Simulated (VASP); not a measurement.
```
CELL_PARAMETERS angstrom
      4.61520     0.00000     0.00000
      0.00000     4.61520     0.00000
      0.00000     0.00000     3.04778
ATOMIC_POSITIONS crystal
  Mg 0.50955 0.49402 0.49415
  Mg 0.99132 0.00318 0.00231
  F  0.69778 0.69832 0.00520
  F  0.30661 0.30576 0.00391
  F  0.80364 0.19709 0.49734
  F  0.19111 0.80163 0.49709
```

All values below come from PBEsol GGA, VASP's PBE PAW potentials (set 64) (plane waves; VASP). Settings: 400 eV cut-off, 5×5×8 Γ-centred mesh shifted by (0.5, 0.5, 0.5), Fermi-Dirac smearing of 0.020 eV, potentials Mg F.

At this cut-off the stress carries a Pulay error, which pulls relaxed volumes low.

Question: Which forces act on the atoms, in eV/Å?

Answer: 
```csv
atom,Fx,Fy,Fz
Mg1,-0.600,0.484,0.290
Mg2,0.623,-0.183,-0.143
F3,-0.065,-0.072,-0.198
F4,-0.124,-0.212,-0.176
F5,0.014,0.008,0.124
F6,0.151,-0.025,0.102
```

Question: Give the stress tensor in GPa (positive for a compressed cell).

Answer: 
```
-9.86  -0.19  -0.02
-0.19  -9.74   0.00
-0.02   0.00  -9.45
```
The pressure is its mean diagonal, -9.68 GPa.

The structure comes from a computed database's MgF2 entry; how it stands against other phases isn't given here. The cell was not relaxed at this level, atoms are displaced from their ideal sites.
